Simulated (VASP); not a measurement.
Calculation: LDA (Ceperley-Alder, Perdew-Zunger), VASP's LDA PAW potentials (set 64) (plane waves; VASP).

Input for VASP

**POSCAR**
```
Si3N4
1
    0.0000000000     4.0353300000     4.0353300000
    4.0353300000     0.0000000000     4.0353300000
    4.0353300000     4.0353300000     0.0000000000
Si N
6 8
Direct
  0.1250000000   0.1250000000   0.1250000000
  0.6250000000   0.1250000000   0.1250000000
  0.1250000000   0.6250000000   0.1250000000
  0.1250000000   0.1250000000   0.6250000000
  0.7500000000   0.7500000000   0.7500000000
  0.5000000000   0.5000000000   0.5000000000
  0.3626000000   0.3626000000   0.3626000000
  0.9122000000   0.3626000000   0.3626000000
  0.3626000000   0.9122000000   0.3626000000
  0.3626000000   0.3626000000   0.9122000000
  0.8874000000   0.8874000000   0.8874000000
  0.3378000000   0.8874000000   0.8874000000
  0.8874000000   0.3378000000   0.8874000000
  0.8874000000   0.8874000000   0.3378000000
```

### INCAR
```
SYSTEM = Si3N4
PREC = Accurate
ENCUT = 240
EDIFF = 1E-6
NELM = 100
ALGO = Normal
LREAL = Auto
LASPH = .TRUE.
ISMEAR = -1
SIGMA = 0.1
LWAVE = .FALSE.
LCHARG = .FALSE.
ISIF = 2
```

File KPOINTS:
```
Automatic mesh
0
Gamma
1 1 1
0 0 0
```

POTCAR, in this order: Si N (LDA.64 set). Program: vasp_std.

Output

File OUTCAR:
```
 ion  position               nearest neighbor table
   1  0.125  0.125  0.125-   8 1.92   9 1.92  10 1.92  12 1.92  13 1.92  14 1.92   2 2.85   3 2.85
                             4 2.85   4 2.85   3 2.85   2 2.85
   2  0.625  0.125  0.125-   7 1.92   9 1.92  10 1.92  11 1.92  13 1.92  14 1.92   1 2.85   4 2.85
                             3 2.85   1 2.85   3 2.85   4 2.85
   3  0.125  0.625  0.125-   7 1.92   8 1.92  10 1.92  11 1.92  12 1.92  14 1.92   1 2.85   4 2.85
                             1 2.85   2 2.85   4 2.85   2 2.85
   4  0.125  0.125  0.625-   7 1.92   8 1.92   9 1.92  11 1.92  12 1.92  13 1.92   1 2.85   1 2.85
                             2 2.85   3 2.85   3 2.85   2 2.85
   5  0.750  0.750  0.750-  11 1.92  12 1.92  13 1.92  14 1.92
   6  0.500  0.500  0.500-   7 1.92   8 1.92   9 1.92  10 1.92
   7  0.363  0.363  0.363-   6 1.92   3 1.92   4 1.92   2 1.92
   8  0.912  0.363  0.363-   6 1.92   3 1.92   4 1.92   1 1.92
   9  0.363  0.912  0.363-   6 1.92   2 1.92   4 1.92   1 1.92
  10  0.363  0.363  0.912-   6 1.92   2 1.92   3 1.92   1 1.92
  11  0.887  0.887  0.887-   5 1.92   3 1.92   4 1.92   2 1.92
  12  0.338  0.887  0.887-   5 1.92   3 1.92   4 1.92   1 1.92
  13  0.887  0.338  0.887-   5 1.92   2 1.92   4 1.92   1 1.92
  14  0.887  0.887  0.338-   5 1.92   2 1.92   3 1.92   1 1.92
  LATTYP: Found a face centered cubic cell.
 ALAT       =     8.0706600000
 Subroutine PRICEL returns:
 Original cell was already a primitive cell.
 Subroutine GETGRP returns: Found 48 space group operations
The static configuration has the point symmetry T_d .
...
```

OSZICAR:
```
       N       E                     dE             d eps       ncg     rms          rms(c)
DAV:   1     0.135600505355E+03    0.13560E+03   -0.19522E+04    80   0.780E+02
DAV:   2    -0.103317349901E+03   -0.23892E+03   -0.22406E+03   112   0.194E+02
DAV:   3    -0.116358831266E+03   -0.13041E+02   -0.12825E+02    96   0.485E+01
DAV:   4    -0.116589805339E+03   -0.23097E+00   -0.23070E+00    88   0.658E+00
DAV:   5    -0.116598883111E+03   -0.90778E-02   -0.90772E-02   104   0.101E+00    0.297E+01
DAV:   6    -0.103407433373E+03    0.13191E+02   -0.38600E+01    88   0.241E+01    0.158E+01
DAV:   7    -0.102554279304E+03    0.85315E+00   -0.31391E+00   104   0.726E+00    0.737E+00
DAV:   8    -0.102336130977E+03    0.21815E+00   -0.32740E-01    88   0.282E+00    0.139E+00
DAV:   9    -0.102318773579E+03    0.17357E-01   -0.44490E-02    96   0.858E-01    0.344E-01
DAV:  10    -0.102318643122E+03    0.13046E-03   -0.36306E-03    96   0.308E-01    0.924E-02
DAV:  11    -0.102318593323E+03    0.49799E-04   -0.45146E-04    88   0.982E-02    0.457E-02
DAV:  12    -0.102318593236E+03    0.86635E-07   -0.63474E-05   104   0.331E-02    0.226E-02
DAV:  13    -0.102318595874E+03   -0.26370E-05   -0.85051E-06    80   0.128E-02    0.798E-03
DAV:  14    -0.102318595842E+03    0.31547E-07   -0.21403E-06    64   0.709E-03
   1 F= -.10231860E+03 E0= -.10231843E+03  d E =-.325472E-03
```

**OUTCAR**
```
------------------------ aborting loop because EDIFF is reached ----------------------------------------
  FORCE on cell =-STRESS in cart. coord.  units (eV):
  Direction    XX          YY          ZZ          XY          YZ          ZX
  --------------------------------------------------------------------------------------
  Total      -76.9946495    -76.9946495    -76.9946495     -0.0000000      0.0000000     -0.0000000
  in kB     -938.6506054   -938.6506054   -938.6506054     -0.0000000      0.0000000     -0.0000000
  external PRESSURE =    -938.6506054 kB  Pullay stress =       0.0000000 kB
  volume of cell :      131.42
      direct lattice vectors                 reciprocal lattice vectors
     0.000000000  4.035330000  4.035330000    -0.123905604  0.123905604  0.123905604
     4.035330000  0.000000000  4.035330000     0.123905604 -0.123905604  0.123905604
     4.035330000  4.035330000  0.000000000     0.123905604  0.123905604 -0.123905604
 POSITION                                       TOTAL-FORCE (eV/Angst)
 -----------------------------------------------------------------------------------
      1.00883      1.00883      1.00883         0.000000      0.000000      0.000000
      1.00883      3.02650      3.02650         0.000000      0.000000      0.000000
      3.02650      1.00883      3.02650         0.000000      0.000000      0.000000
      3.02650      3.02650      1.00883         0.000000      0.000000      0.000000
      6.05300      6.05300      6.05300         0.000000      0.000000      0.000000
      4.03533      4.03533      4.03533         0.000000      0.000000      0.000000
      2.92642      2.92642      2.92642         1.105716      1.105716      1.105716
      2.92642      5.14424      5.14424         1.105716     -1.105716     -1.105716
      5.14424      2.92642      5.14424        -1.105716      1.105716     -1.105716
      5.14424      5.14424      2.92642        -1.105716     -1.105716      1.105716
      7.16190      7.16190      7.16190        -1.105716     -1.105716     -1.105716
      7.16190      4.94409      4.94409        -1.105716      1.105716      1.105716
      4.94409      7.16190      4.94409         1.105716     -1.105716      1.105716
      4.94409      4.94409      7.16190         1.105716      1.105716     -1.105716
 -----------------------------------------------------------------------------------
    total drift:                                0.000000      0.000000     -0.000000
  FREE ENERGIE OF THE ION-ELECTRON SYSTEM (eV)
  ---------------------------------------------------
  free  energy   TOTEN  =      -102.3185958420 eV

  energy  without entropy=     -102.3182703704  energy(sigma->0) =     -102.31843311
```
(Selected blocks of OUTCAR.)

**OUTCAR**
```
 val. band max:        8.3428182977   @ k =   0.0000   0.0000   0.0000

 cond. band min:      10.5116805908   @ k =   0.0000   0.0000   0.0000


 Fermi energy:         9.4414540938

 k-point     1 :       0.0000    0.0000    0.0000
  band No.  band energies     occupation
      1      -9.9165      2.00000
      2      -7.0160      2.00000
      3      -5.9848      2.00000
      4      -5.9848      2.00000
      5      -5.9848      2.00000
      6      -5.1807      2.00000
      7      -5.1807      2.00000
      8      -5.1807      2.00000
      9      -1.9308      2.00000
     10      -0.9451      2.00000
     11      -0.2642      2.00000
     12      -0.2642      2.00000
     13      -0.2642      2.00000
     14       1.4968      2.00000
     15       1.4968      2.00000
     16       4.2985      2.00000
     17       4.2985      2.00000
     18       4.2985      2.00000
     19       6.1620      2.00000
     20       6.1620      2.00000
     21       6.1620      2.00000
     22       6.7664      2.00000
     23       6.7664      2.00000
     24       6.7664      2.00000
     25       7.3684      2.00000
     26       7.3684      2.00000
     27       8.2337      1.99999
     28       8.2337      1.99999
     29       8.2337      1.99999
     30       8.3428      1.99997
     31       8.3428      1.99997
     32       8.3428      1.99997
     33      10.5117      0.00004
     34      10.5117      0.00004
     35      10.5117      0.00004
     36      10.9233      0.00000
     37      11.5736      0.00000
     38      13.4832      0.00000
     39      14.5283      0.00000
     40      14.5283      0.00000
```

At this cut-off the stress carries a Pulay error, which pulls relaxed volumes low.

The structure was generated: Si3N4 was put into an ordered model structure, which need not be its known phase. The cell was not relaxed at this level. The k-mesh is coarse (spacing up to 1.35 per Å, 2π included), so the numbers may not be converged in it. The run is one of a series of settings (ENCUT = 240, GGA removed, KPOINTS 1×1×1 Γ-centred mesh, POTCAR Si N (LDA.64 set) against the base run), some of them coarse on purpose.
